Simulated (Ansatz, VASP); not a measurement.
# Be2Sn: VASP beside Ansatz, part 2 of 2

One calculation is typed for both programs; each brings its own data sets and cutoff. How far apart do they land? The cell is generated by rule, not measured, and may not be a known phase. The cell is taken from a series of VASP runs on this material, whose earlier steps may have relaxed, scaled or displaced it; both programs get it as it stands.

VASP 6.6.1 and Ansatz 0.2.0.

So far. Step 2 (VASP: band structure, PBEsol, spin-orbit coupling): The run ends at a pressure of 4.41 GPa.

The structure was built from a prototype and need not be the compound's stable phase.

## 3. Ansatz: band structure, PBEsol, spin-orbit coupling

Level of this step: Ansatz beside VASP: Kohn-Sham DFT, plane waves, PBEsol, spin-orbit coupling (Ansatz).

Ansatz runs on its fully relativistic PAW (standard-fr) files.

The same cell, functional, mesh and smearing now go to Ansatz, which takes its cutoff from its data sets.

The input, input.yaml:

```yaml
crystal:
  lattice:
    - [0.0, 2.83063, 2.83063]
    - [2.83063, 0.0, 2.83063]
    - [2.83063, 2.83063, 0.0]
  atoms:
    - { symbol: Sn, position: [0.0, 0.0, 0.0] }
    - { symbol: Be, position: [0.25, 0.25, 0.25] }
    - { symbol: Be, position: [0.75, 0.75, 0.75] }
hamiltonian:
  xc: pbesol
  pseudopotentials: { kind: paw_fr }
magnetization:
  noncollinear: true
  spin_orbit: true
kpoints:
  mp_grid: { grid: [8, 8, 8] }
  band_path:
    path:
      - [0.0, 0.0, 0.0]
      - [0.16667, 0.0, 0.16667]
      - [0.33333, 0.0, 0.33333]
      - [0.5, 0.0, 0.5]
      - [0.5, 0.08333, 0.58333]
      - [0.5, 0.18333, 0.68333]
      - [0.5, 0.25, 0.75]
      - [0.45, 0.3, 0.75]
      - [0.40833, 0.34167, 0.75]
      - [0.35, 0.35, 0.7]
      - [0.225, 0.225, 0.45]
      - [0.075, 0.075, 0.15]
      - [0.03333, 0.03333, 0.03333]
      - [0.23333, 0.23333, 0.23333]
      - [0.4, 0.4, 0.4]
      - [0.51667, 0.46667, 0.51667]
      - [0.55833, 0.38333, 0.55833]
      - [0.60833, 0.28333, 0.60833]
      - [0.60833, 0.25, 0.64167]
      - [0.55833, 0.25, 0.69167]
      - [0.51667, 0.25, 0.73333]
      - [0.5, 0.3, 0.7]
      - [0.5, 0.38333, 0.61667]
      - [0.5, 0.48333, 0.51667]
      - [0.475, 0.475, 0.55]
      - [0.425, 0.425, 0.65]
      - [0.38333, 0.38333, 0.73333]
      - [0.59167, 0.18333, 0.59167]
      - [0.55, 0.1, 0.55]
      - [0.5, 0.0, 0.5]
    npoints: 1
scf:
  occupations: { method: gaussian, width: 0.02 }
  n_extra_bands: 14
output:
  forces: true
  stress: true
  eigenvalues: true
  write_density: true
  write_potential: true
  elf: true
  volumetric_format: npy
```

Run with:

```
> ansatz run input.yaml --threads 2 --pin off --max-ram 4608MiB --backend cpu --events-out ev --progress --plain --runs-dir out
```

Numbers of over 12 decimals in the logs are rounded to 6 here.

The log of the run:

```text
scf.n_extra_bands = 14 over 18 filled bands (N_el = 18.0): the run solves 32 bands
Engine: ansatz 0.2.0, aarch64-unknown-linux-gnu
Pseudopotentials: kind: paw_fr
Pseudopotential: Sn, paw_fr, valence charge 14, recommended cutoff 420 eV (normal), Sn.paw.azcp#standard-fr
Pseudopotential: Be, paw_fr, valence charge 2, recommended cutoff 420 eV (normal), Be.paw.azcp#standard-fr
Functional definition: PBEsol
  exchange = pbesol_x
  correlation = pbesol_c
non-collinear run that drives no moment, with spin-orbit: no starting moment large enough to seed its density (crystal.atoms[].spin), no starting occupations that ask for one, no magnetisation constraint and no magnetic field, so the semilocal B_xc is pinned to zero
Crystal: 3 atoms, lattice volume = 45.361 Å³
Basis set: ecut = 420 eV, 893 PW (Γ), exchange–correlation on 54×54×54 points (8 copies of the dense FFT grid, shifted against one another)
Bands: 32, of which v1, the nominal top of the filled ones, is band 18 counted from 1 (17 counted from 0)
Symmetry: 48 space group operations + 48 with time reversal
Magnetic group: BNS 225.117 (UNI 1619), of the structure as read, at distance tolerance 3.6e-5 Å
k-points: 29 of 512
Projection manifold: j_resolved (fully-relativistic pseudo-atomic orbitals)
Non-local potential: Sn, projectors of the file, l = 0: 2, l = 1: 4, l = 2: 4, l = 3: 4
Non-local potential: Be, projectors of the file, l = 0: 2, l = 1: 4, l = 2: 2
PAW form: soft (Blöchl's): semilocal exchange-correlation on the pseudo side does not see the compensation charge
PAW frozen core: Sn, regenerated for the run's functional, and the local potential with it (the file was generated under x = pbe(κ = 0.804, μ = 0.219515), c = pbe(β = 0.066725))
PAW frozen core: Be, regenerated for the run's functional, and the local potential with it (the file was generated under x = pbe(κ = 0.804, μ = 0.219515), c = pbe(β = 0.066725))
PAW one-centre angular grid: Sn, 590 points (default); XC on 64 Gauss nodes
PAW one-centre angular grid: Be, 110 points (default); XC on 64 Gauss nodes
Initial density: superposition of atomic densities (chi_scale 0.1, normalization cell, long waves kept (reshape's long-wave potential 0.00 eV rms))
Initial wavefunctions: pseudopotential atomic-orbital guess
Functional: x = pbesol(κ = 0.804, μ = 0.123457), c = pbesol(β = 0.046)
SCF iter   1: F=—  HF=-6131.085137 eV  |F-HF|=—  |Δ(HF+E_count)|=         —  Δρ=2.70e-2  dr2=3.01e-1  dr2_m=0.00e0 (ungated)  ethr=3.10e-3  |M|=0.00e0 ∫|m|=0.00e0 μB  |m|>n=0.0e0 m-floor=0.0e0 τ_xc=0.0e0  β_m=0.30  ⟨swp⟩=9.7  Hψ=2852  notcnv=0  defer=50
preconditioner: auto → Kerker (q_TF=auto, 2.339 Å⁻¹)  [metal: Δε(μ)=0.023 eV  Ē_g=19.054 eV  σ=0.020 eV  W_gap=0.49  n_scr=14 (ndim 8)  ℏωp=23.4 eV  f_vac=0.000  D(μ)=3.01/eV (n_scr^D=26)]
spin=Noncollinear: Kerker preconditioning applied to the charge; magnetization (m_x, m_y, m_z) channels mix plain (no charge-response kernel on spin).
SCF iter   2: F=—  HF=-6131.039054 eV  |F-HF|=—  |Δ(HF+E_count)|=   4.61e-2  Δρ=2.08e-2  dr2=1.74e-1  dr2_m=0.00e0 (ungated)  ethr=1.67e-3  |M|=0.00e0 ∫|m|=0.00e0 μB  |m|>n=0.0e0 m-floor=0.0e0 τ_xc=0.0e0  β_m=0.64  ⟨swp⟩=2.0  Hψ=663  notcnv=0  defer=158
preconditioner: auto → none  [insulator: Δε(μ)=0.177 eV  Ē_g=19.286 eV  σ=0.020 eV  W_gap=0.50  n_scr=14 (ndim 8)  ℏωp=23.4 eV  f_vac=0.000  D(μ)=3.37/eV (n_scr^D=26)  ε∞_Penn≈2.5]
SCF iter   3: F=—  HF=-6131.007479 eV  |F-HF|=—  |Δ(HF+E_count)|=   3.16e-2  Δρ=3.07e-3  dr2=5.01e-3  dr2_m=0.00e0 (ungated)  ethr=9.68e-4  |M|=0.00e0 ∫|m|=0.00e0 μB  |m|>n=0.0e0 m-floor=0.0e0 τ_xc=0.0e0  β_m=0.69  ⟨swp⟩=3.0  Hψ=709  notcnv=0  defer=176
SCF iter   4: F=—  HF=-6131.007126 eV  |F-HF|=—  |Δ(HF+E_count)|=   3.53e-4  Δρ=3.76e-4  dr2=8.71e-5  dr2_m=0.00e0 (ungated)  ethr=2.78e-5  |M|=0.00e0 ∫|m|=0.00e0 μB  |m|>n=0.0e0 m-floor=0.0e0 τ_xc=0.0e0  β_m=0.74  ⟨swp⟩=3.0  Hψ=710  notcnv=0  defer=218
SCF iter   5: F=—  HF=-6131.007134 eV  |F-HF|=—  |Δ(HF+E_count)|=   8.17e-6  Δρ=6.72e-5  dr2=2.57e-6  dr2_m=0.00e0 (ungated)  ethr=4.84e-7  |M|=0.00e0 ∫|m|=0.00e0 μB  |m|>n=0.0e0 m-floor=0.0e0 τ_xc=0.0e0  β_m=0.73  ⟨swp⟩=2.0  Hψ=635  notcnv=0  defer=218
SCF iter   6: F=-6131.007135 eV  HF=-6131.007135 eV  |F-HF|=5.86e-8  |Δ(HF+E_count)|=   7.73e-7  Δρ=1.15e-5  dr2=4.77e-8  dr2_m=0.00e0 (ungated)  ethr=5.56e-10  |M|=0.00e0 ∫|m|=0.00e0 μB  |m|>n=0.0e0 m-floor=0.0e0 τ_xc=0.0e0  ⟨swp⟩=12.7  Hψ=3600  notcnv=0
SCF 1 converged in 6 iterations: F = -6131.007135 eV  dr2 = 4.77e-8
  greatest PAW one-centre occupation: 0.990 electrons in one spin orbital (limit 2), on the Sn atom at site 0 (counted from 0), in its partial waves of l = 2
NSCF: frozen V_eff on 30 k-points
SCF converged after 6 iterations
Magnetization: |M| = 0.0000 μB,  M = (+0.0000, +0.0000, +0.0000) μB
Absolute magnetization: 0.0000 μB (∫|m|)
  site 0: m = (+0.0000, +0.0000, +0.0000) μB, |m| = 0.0000 μB  (R = 1.01 Å)
  site 1: m = (+0.0000, +0.0000, +0.0000) μB, |m| = 0.0000 μB  (R = 1.01 Å)
  site 2: m = (+0.0000, +0.0000, +0.0000) μB, |m| = 0.0000 μB  (R = 1.01 Å)
Free energy (F): -6131.007135 eV
Harris-Foulkes:  -6131.007135 eV  (|F-HF|=5.86e-8)
Internal energy: -6131.006502 eV  (E = F + TS)
E sigma→0 (E₀):  -6131.006819 eV
Entropy (-TS):   -0.000633 eV (-0.211 meV/atom)
Fermi energy:    9.649009 eV
--- Per-component energies (eV) ---
  E_band       = -85.077646
  E_kinetic    = 228.772135
  E_local      = -1051.528915  (includes V_loc(G=0)·N_el)
  E_nonlocal   = -20.855524
  E_hartree    = 629.322787
  E_xc         = -417.724816
  E_vxc        = -137.739325  (∫ρ·V_xc dr)
  E_paw        = -4184.483953  (= ΣΔE_a)
  E_vpaw       = -362.374697  (= ΣTr[D̂ρ^β])
  E_aug_tail   = -0.000001  (compensation charges beyond the density's cutoff)
  E_ewald      = -1314.815418
  E_core_change = 0.307204  (= ΣΔE_core)
  E_smearing   = -0.000633  (= −TS)
  E_closure    = -0.000000  (closes the sum)
  Σ components = -6131.007135   (vs F -6131.007135, Δ=0.00e0)
--- Forces (eV/Å), atoms counted from 1 ---
  atom   1  Sn     0.00000000    -0.00000000     0.00000000
  atom   2  Be    -0.00000000    -0.00000000     0.00000000
  atom   3  Be    -0.00000000     0.00000000    -0.00000000
  max |Σ_I F_I| component: 1.62e-16 eV/Å
--- Stress (GPa, compression-positive) ---
        4.357269       0.000000      -0.000000
        0.000000       4.357269      -0.000000
        0.000000      -0.000000       4.357269
  P = ⅓ Tr σ = 4.3573 GPa (43.573 kbar)
--- Band table (eV; the first three rows and the last of 29) ---
  k-point 0: bands = [... 14 lower, 10.3637, 10.3637, 10.3637, 10.3637, 10.4072, 10.4072, 10.9029, 10.9029, ... 10 higher]
  k-point 1: bands = [... 14 lower, 9.4423, 9.4423, 9.6404, 9.6404, 11.3525, 11.3525, 11.5729, 11.5729, ... 10 higher]
  k-point 2: bands = [... 14 lower, 8.6937, 8.6937, 8.9420, 8.9420, 11.6126, 11.6126, 11.6633, 11.6633, ... 10 higher]
  k-point 28: bands = [... 14 lower, 4.2162, 4.2162, 4.9339, 4.9339, 12.5118, 12.5118, 12.5170, 12.5170, ... 10 higher]
```

Run time: 9.2 s. Hardware: 2 threads of Arm Neoverse V1, shared host; peak memory 0.45 GiB; 17 s of CPU time.

In the SCF lines HF is the Harris–Foulkes energy and dr2 the Hartree energy of the density residual, in eV; the loop may stop once dr2 is under the threshold and the program's other checks hold. Hψ counts applications of the Hamiltonian.

## 4. Side by side

Known differences besides the potentials themselves: spin-orbit coupling enters by fully relativistic files in Ansatz and inside the spheres in VASP; the cutoff is 420 eV in Ansatz and 400 eV in VASP; Ansatz makes its cores anew for this functional, VASP keeps those of its PBE data sets. Total energies have different zeros and are not compared.

Both answers:

| quantity | Ansatz | VASP | difference |
| --- | --- | --- | --- |
| pressure (GPa) | 4.36 | 4.41 | -0.05 |

Levels from 3 eV below to 2 eV above the Fermi level differ by 4 meV r.m.s. and 16 meV at most; each VASP level is matched to the nearest of Ansatz, which flatters the figure a little. Ansatz's pressure holds a Pulay correction of 0.04 GPa; VASP's holds none.

## 5. What came out

* r.m.s. difference of levels near the Fermi level (band structure, PBEsol, spin-orbit coupling): 4.1 meV

The r.m.s. difference of levels near the Fermi level is 4.1 meV (band structure, PBEsol, spin-orbit coupling), within the 80 meV picked in this series as the mark of a large difference. 1 further run of this series is not shown here. How closely two codes agree says nothing of how well the functional describes the real material.

[Lines on the potential files, build, host, timing and source positions are cut from VASP's logs without a mark.]

[Logs are printed without paths, hosts, clocks, repeated set-up lines and the standing remarks that a program may print on its own settings, such as how far it seeks lower states.]

[Hosts, paths, dates, database ids (printed as entryN), source tags and the programs' standing remarks are cut or masked in the printed files.]
